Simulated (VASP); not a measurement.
Data:

```
VN
1.0
    0.00000     2.05897     2.05897
    2.05897     0.00000     2.05897
    2.05897     2.05897     0.00000
V N
1 1
Cartesian
  0.00000   0.00000   0.00000
  2.05897   2.05897   2.05897
```

Calculation: optB88-vdW, VASP's PBE PAW potentials (set 64) (plane waves; VASP). Run with 520 eV cut-off, Gaussian smearing of 0.050 eV, potentials V_sv N.

Q: What does the run give for the band gap (along the path) with the smallest direct gap where there is one?

A: 
```json
{
 "band gap (along the path)": "none (metal, semimetal or under 0.01 eV)"
}
```

Total energies compare only between runs with the same potentials, cut-off and functional.

The compound is VN in the rock salt structure, which distorts at low temperature. It was relaxed first. The run is not spin-polarised, so no magnetic state was tried. VASP warned that the highest band is occupied, so more bands are needed.
